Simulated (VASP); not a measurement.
Calculation: PBEsol GGA, VASP's PBE PAW potentials (set 64) (plane waves; VASP).

The input files of a VASP run:

**KPOINTS**
```
Regular mesh
0
G
8 8 8
0 0 0
```

INCAR:
```
ALGO  =  Normal
EDIFF  =  1E-6
EDIFFG  =  -0.01
ENCUT  =  530
GGA  =  PS
IBRION  =  2
ISIF  =  3
ISMEAR  =  0
LASPH  =  T
LCHARG  =  F
LMAXMIX  =  4
LREAL  =  F
LWAVE  =  F
NELM  =  100
NSW  =  60
PREC  =  Accurate
SIGMA  =  0.05
SYSTEM  =  YN
```

### POSCAR
```
YN
1
    0.0000000000     2.4400000000     2.4400000000
    2.4400000000     0.0000000000     2.4400000000
    2.4400000000     2.4400000000     0.0000000000
Y N
1 1
Direct
  0.0000000000   0.0000000000   0.0000000000
  0.5000000000   0.5000000000   0.5000000000
```

POTCAR, in this order: Y_sv N (PBE.64 set). Program: vasp_std.

Task: Predict the energy per atom (σ→0), volume per atom, band gap (on the k-mesh).

Result: 
```
Property                           Value
------------------------  --------------
energy per atom (σ→0)     -9.564 eV/atom
band gap (on the k-mesh)         0.07 eV
volume per atom           14.31 Å^3/atom
```

**OSZICAR**
```
...
DAV:   2    -0.191327477927E+02    0.25377E-01   -0.53631E-02   852   0.206E+00    0.781E-01
DAV:   3    -0.191276659035E+02    0.50819E-02   -0.31886E-02  1056   0.119E+00    0.875E-01
DAV:   4    -0.191278354557E+02   -0.16955E-03   -0.23804E-03   944   0.368E-01    0.575E-01
DAV:   5    -0.191287886718E+02   -0.95322E-03   -0.12700E-03  1120   0.229E-01    0.622E-02
DAV:   6    -0.191288066004E+02   -0.17929E-04   -0.18308E-04  1036   0.103E-01    0.582E-02
DAV:   7    -0.191288191215E+02   -0.12521E-04   -0.24867E-05   852   0.537E-02    0.354E-03
DAV:   8    -0.191288195052E+02   -0.38363E-06   -0.16369E-06   684   0.104E-02
   3 F= -.19128820E+02 E0= -.19128715E+02  d E =-.344801E-02
```

The compound is YN in the rock salt structure. This run relaxes it. Symmetry was kept, so distortions that lower it aren't found.
